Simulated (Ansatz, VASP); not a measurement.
**Cross-check of Zn3InTe3P between VASP and Ansatz**

Aim: how closely do two programs agree when they are given the same cell, functional and k mesh? The cell is generated by rule, not measured, and may not be a known phase. The cell is taken from a series of runs on this material, whose earlier steps may have relaxed, scaled, displaced or heated it; both programs get it as it stands.

Main program and level: Ansatz 0.2.0; plane waves, with VASP 6.6.1 beside it; relaxation of cell and atoms at LDA.

The structure was built from a prototype and need not be the compound's stable phase.

## 1. Set-up

It takes space group Pmm2 (No. 25, orthorhombic). Conventional cell: a = 4.188 Å, b = 4.211 Å, c = 11.951 Å, α = 90.00°, β = 90.00°, γ = 90.00°. Nearest to In lie 2 P at 2.50 Å and 2 Te at 2.82 Å. P has 2 Zn at 2.36 Å and 2 In at 2.50 Å nearest. Te has 4 Zn at 2.57 to 2.62 Å nearest. Te has 4 Zn at 2.57 to 2.61 Å nearest. Nearest to Te lie 2 Zn at 2.60 Å and 2 In at 2.82 Å. Nearest to Zn lie 2 P at 2.36 Å and 2 Te at 2.62 Å. Farther neighbours and most contacts between anions are not listed.

## 2. VASP: relaxation of cell and atoms, LDA

The relaxed volume is the usual yardstick between codes: in a stiff, nearly cubic crystal its relative difference is about their pressure difference at one cell divided by the bulk modulus.

Lines of VASP's logs that name or quote its potential files are left out, and so is its time.

The input, INCAR:

```
SYSTEM = Zn3InTe3P
PREC = Accurate
ENCUT = 500
EDIFF = 1E-07
NELM = 120
ISMEAR = 0
SIGMA = 0.01
LREAL = .FALSE.
ALGO = Normal
GGA = CA
NBANDS = 44
LORBIT = 11
LWAVE = .FALSE.
LCHARG = .FALSE.
ISIF = 3
IBRION = 2
NSW = 80
EDIFFG = -0.005
LASPH = .TRUE.
GGA_COMPAT = .FALSE.
NELMIN = 4
EFERMI = MIDGAP
KPAR = 2
```

The input, POSCAR:

```
Zn3InTe3P
1.0
    2.9777690000      2.9777690000      0.0000000000
   -2.9616220000      2.9616220000      0.0000000000
    0.0000000000      0.0000000000     11.9510500000
In P Te Zn
1 1 3 3
Direct
    0.0000000000      0.0000000000      0.0300385322
    0.5000001679      0.0000000000      0.1432567850
    0.0000000000      0.5000000000      0.3660926027
    0.5000001679      0.0000000000      0.6191541329
    0.0000000000      0.5000000000      0.8718616356
    0.5000000000      0.5000001688      0.2351494639
    0.0000000000      0.0000000000      0.4903087176
    0.5000000000      0.5000001688      0.7441380464
```

The input, KPOINTS:

```
Automatic mesh
0
Gamma
8 8 2
0 0 0
```

Potentials, in the order of the species: In_d, P, Te and Zn (LDA family, release 64).

Launch:

```sh
> mpirun -np 2 vasp_std
```

Numbers of over 12 decimals in the logs are rounded to 6 here.

The program printed:

```text
[banner, memory and clock lines left out]
running    2 mpi-ranks, on    1 nodes
 distrk:  each k-point on    1 cores,    2 groups
 distr:  one band on    1 cores,    1 groups

 POSCAR found type information on POSCAR InP TeZn
 POSCAR found :  4 types and       8 ions
 LDA part: xc-table for (Slater(with rela. corr.)+CA(PZ))
 , standard interpolation
 POSCAR, INCAR and KPOINTS ok, starting setup
 FFT: planning ... GRIDC
 FFT: planning ... GRID_SOFT
 FFT: planning ... GRID
 WAVECAR not read
 entering main loop
       N       E                     dE             d eps       ncg     rms          rms(c)
DAV:   1     0.538057459518E+03    0.53806E+03   -0.30107E+04  4400   0.174E+03
DAV:   2     0.353231180616E+02   -0.50273E+03   -0.48984E+03  4424   0.408E+02
DAV:   3    -0.270284904387E+02   -0.62352E+02   -0.61231E+02  5036   0.147E+02
DAV:   4    -0.300253106501E+02   -0.29968E+01   -0.29846E+01  5256   0.300E+01
DAV:   5    -0.301282005131E+02   -0.10289E+00   -0.10284E+00  6428   0.607E+00    0.109E+01
DAV:   6    -0.289427338852E+02    0.11855E+01   -0.31691E+00  6240   0.326E+01    0.773E+00
DAV:   7    -0.289304693606E+02    0.12265E-01   -0.22288E+00  5432   0.730E+00    0.260E+00
DAV:   8    -0.288987991515E+02    0.31670E-01   -0.13580E-01  5460   0.446E+00    0.993E-01
DAV:   9    -0.288974547959E+02    0.13444E-02   -0.45925E-02  5112   0.169E+00    0.372E-01
DAV:  10    -0.288972725991E+02    0.18220E-03   -0.28671E-03  5412   0.693E-01    0.208E-01
DAV:  11    -0.288973167711E+02   -0.44172E-04   -0.97569E-04  5584   0.316E-01    0.922E-02
DAV:  12    -0.288973187956E+02   -0.20245E-05   -0.17545E-04  5380   0.172E-01    0.339E-02
DAV:  13    -0.288973161470E+02    0.26486E-05   -0.55540E-05  5596   0.513E-02    0.232E-02
DAV:  14    -0.288973163957E+02   -0.24870E-06   -0.74688E-06  5424   0.235E-02    0.444E-03
DAV:  15    -0.288973163890E+02    0.67230E-08   -0.15471E-06  5352   0.112E-02    0.344E-03
DAV:  16    -0.288973164060E+02   -0.17037E-07   -0.16486E-07  2948   0.403E-03
   1 F= -.28897316E+02 E0= -.28897316E+02  d E =-.288973E+02
[... from here on, the cycles between the ionic steps are left out ...]
   2 F= -.28897685E+02 E0= -.28897685E+02  d E =-.368601E-03
   3 F= -.28897724E+02 E0= -.28897724E+02  d E =-.407276E-03
   4 F= -.28897723E+02 E0= -.28897723E+02  d E =-.407092E-03
   5 F= -.28897761E+02 E0= -.28897761E+02  d E =-.376413E-04
   6 F= -.28897788E+02 E0= -.28897788E+02  d E =-.648351E-04
   7 F= -.28897796E+02 E0= -.28897796E+02  d E =-.770674E-05
   8 F= -.28897796E+02 E0= -.28897796E+02  d E =-.758756E-05
 curvature:  -0.92 expect dE=-0.153E-04 dE for cont linesearch -0.122E-06
 trial: gam= 1.07139 g(F)=  0.304E-05 g(S)=  0.136E-04 ort =-0.166E-05 (trialstep = 0.752E+00)
 search vector abs. value=  0.371E-04
 bond charge predicted
       N       E                     dE             d eps       ncg     rms          rms(c)
DAV:   1    -0.288978400017E+02   -0.44069E-04   -0.35301E-03  5992   0.396E-01    0.492E-02
DAV:   2    -0.288978094926E+02    0.30509E-04   -0.18277E-04  5640   0.184E-01    0.188E-02
DAV:   3    -0.288978043067E+02    0.51858E-05   -0.11564E-05  6080   0.306E-02    0.102E-02
DAV:   4    -0.288978026010E+02    0.17058E-05   -0.18224E-06  6060   0.105E-02    0.465E-03
DAV:   5    -0.288978024165E+02    0.18444E-06   -0.32872E-07  3928   0.721E-03    0.167E-03
DAV:   6    -0.288978024165E+02    0.42746E-10   -0.16315E-07  2712   0.444E-03
   9 F= -.28897802E+02 E0= -.28897802E+02  d E =-.649614E-05
 trial-energy change:   -0.000006  1 .order   -0.000006   -0.000011   -0.000001
 step:   0.8569(harm=  0.8569)  dis= 0.00058  next Energy=   -28.897802 (dE=-0.637E-05)
 reached required accuracy - stopping structural energy minimisation
```

From OUTCAR (step 2):

```text
ion  position               nearest neighbor table
   1  0.000  0.000  0.030-   2 2.50   2 2.50   5 2.82   5 2.82
   2  0.500  0.000  0.143-   6 2.36   6 2.36   1 2.50   1 2.50
   3  0.000  0.500  0.366-   7 2.57   7 2.57   6 2.62   6 2.62
   4  0.500  0.000  0.619-   8 2.57   8 2.57   7 2.61   7 2.61
   5  0.000  0.500  0.872-   8 2.60   8 2.60   1 2.82   1 2.82
   6  0.500  0.500  0.235-   2 2.36   2 2.36   3 2.62   3 2.62
   7  0.000  0.000  0.490-   3 2.57   3 2.57   4 2.61   4 2.61
   8  0.500  0.500  0.744-   4 2.57   4 2.57   5 2.60   5 2.60

  LATTYP: Found a simple orthorhombic cell.
 ALAT       =     4.1883659990
 B/A-ratio  =     1.0054520800
 C/A-ratio  =     2.8533919917

 Subroutine GETGRP returns: Found  4 space group operations
 (whereof  4 operations were pure point group operations)

The static configuration has the point symmetry C_2v.

 Found     50 irreducible k-points:

   k-points           NKPTS =     50   k-points in BZ     NKDIM =     50   number of bands    NBANDS=     44

   dimension x,y,z NGX =    32 NGY =   32 NGZ =   90
   dimension x,y,z NGXF=    64 NGYF=   64 NGZF=  180

   ENCUT  =  500.0 eV  36.75 Ry    6.06 a.u.   7.68  7.64 21.79*2*pi/ulx,y,z

   NELECT =      72.0000    total number of electrons

 k-points in reciprocal lattice and weights: Automatic mesh
   0.00000000  0.00000000  0.00000000       0.008
   0.12500000  0.00000000  0.00000000       0.016
   0.25000000  0.00000000  0.00000000       0.016
   0.37500000  0.00000000  0.00000000       0.016
   0.50000000  0.00000000  0.00000000       0.008
   0.00000000  0.12500000  0.00000000       0.016
   0.12500000  0.12500000  0.00000000       0.031
   0.25000000  0.12500000  0.00000000       0.031
   0.37500000  0.12500000  0.00000000       0.031
[...]
0.37500000  0.50000000  0.50000000       0.016
   0.50000000  0.50000000  0.50000000       0.008

 average (electrostatic) potential at core
       1 -96.6025       2 -85.0112       3 -90.5322       4 -90.8353       5 -91.1044
       6 -36.0571       7 -36.3181       8 -36.6078

 E-fermi :   4.4650

 k-point     1 :       0.0000    0.0000    0.0000
  band No.  band energies     occupation
    ...
     32       2.6154      2.00000
     33       2.6171      2.00000
     34       3.9063      2.00000
     35       3.9842      2.00000
     36       4.0012      2.00000
     37       4.9289      0.00000
     38       5.8940      0.00000
     39       6.0151      0.00000
     40       6.3998      0.00000
     41       6.5379      0.00000
    ...

 k-point     2 :       0.1250    0.0000    0.0000
  band No.  band energies     occupation
    ...
     32       2.5356      2.00000
     33       2.6705      2.00000
     34       2.9444      2.00000
     35       3.6866      2.00000
     36       3.9517      2.00000
     37       5.7083      0.00000
     38       6.1010      0.00000
     39       6.6282      0.00000
     40       6.7367      0.00000
     41       6.8805      0.00000
    ...

 k-point     3 :       0.2500    0.0000    0.0000
  band No.  band energies     occupation
    ...
     32       2.6104      2.00000
     33       2.7070      2.00000
     34       2.8032      2.00000
     35       3.0839      2.00000
     36       3.7822      2.00000
     37       6.1943      0.00000
     38       6.3505      0.00000
     39       6.5805      0.00000
     40       6.8410      0.00000
     41       7.9474      0.00000
    ...

  Total        0.0145889      0.0145889      0.0059905     -0.0103860      0.0000000      0.0000000
  in kB        0.1105629      0.1105629      0.0453992     -0.0787105      0.0000000      0.0000000
  external PRESSURE =       0.0888416 kB  Pullay stress =       0.0000000 kB

  energy-cutoff  :      500.00
  volume of cell :      211.41
      direct lattice vectors                 reciprocal lattice vectors
     2.978182963  2.978182963  0.000000000     0.167887603  0.167887603  0.000000000
    -2.962844593  2.962844593  0.000000000    -0.168756742  0.168756742  0.000000000
     0.000000000  0.000000000 11.979380480     0.000000000  0.000000000  0.083476771

 POSITION                                       TOTAL-FORCE (eV/Angst)
 -----------------------------------------------------------------------------------
     -0.00000      0.00000      0.36051         0.000000     -0.000000      0.003422
      1.48909      1.48909      1.71303        -0.000000      0.000000     -0.002571
     -1.48142      1.48142      4.38478         0.000000     -0.000000     -0.001411
      1.48909      1.48909      7.41767        -0.000000      0.000000      0.002713
     -1.48142      1.48142     10.44743         0.000000     -0.000000     -0.003389
      0.00767      2.97051      2.81545         0.000000     -0.000000     -0.000892
      0.00000      0.00000      5.87324         0.000000     -0.000000     -0.000318
      0.00767      2.97051      8.91573         0.000000     -0.000000      0.002445
 -----------------------------------------------------------------------------------
    total drift:                               -0.000009     -0.000457     -0.003984

  FREE ENERGIE OF THE ION-ELECTRON SYSTEM (eV)
  ---------------------------------------------------
  free  energy   TOTEN  =       -28.8978024165 eV

  energy  without entropy=      -28.8978024165  energy(sigma->0) =      -28.89780242

 reached required accuracy - stopping structural energy minimisation

 total charge
# of ion       s       p       d       tot
------------------------------------------
    1        0.874   0.730   9.888  11.492
    2        1.036   1.473   0.000   2.509
    3        1.352   2.095   0.034   3.481
    4        1.351   2.093   0.035   3.479
    5        1.360   2.078   0.031   3.469
    6        0.581   0.499   9.757  10.837
    7        0.581   0.482   9.761  10.824
    8        0.581   0.481   9.761  10.824
--------------------------------------------------
tot          7.717   9.930  39.267  56.914

[... 3 further parts left out ...]
```

CONTCAR:

```
Zn3InTe3P
   1.00000000000000
     2.9781829625609015    2.9781829625609015    0.0000000000000000
    -2.9628445926605540    2.9628445926605540    0.0000000000000000
     0.0000000000000000    0.0000000000000000   11.9793804796953545
  In              P               Te              Zn
     1     1     3     3
Direct
     0.0000000000000000    0.0000000000000000    0.0300942821336102
     0.5000001678999979    0.0000000000000000    0.1429979619640252
     0.0000000000000000    0.5000000000000000    0.3660276292756358
     0.5000001678999979    0.0000000000000000    0.6192028802346565
     0.0000000000000000    0.5000000000000000    0.8721175724422120
     0.5000000000000000    0.5000001687999998    0.2350247561853850
     0.0000000000000000    0.0000000000000000    0.4902786939827166
     0.5000000000000000    0.5000001687999998    0.7442561400817644
```

The run keeps the 4 symmetry operations of its start, so it cannot find a distortion of lower symmetry.

(Part 1 of 2 ends here.)

[Lines on the potential files, build, host, timing and source positions are cut from VASP's logs without a mark.]

[Logs are printed without paths, hosts, clocks, repeated set-up lines and the standing remarks that a program may print on its own settings, such as how far it seeks lower states.]

[Hosts, paths, dates, database ids (printed as entryN), source tags and the programs' standing remarks are cut or masked in the printed files.]
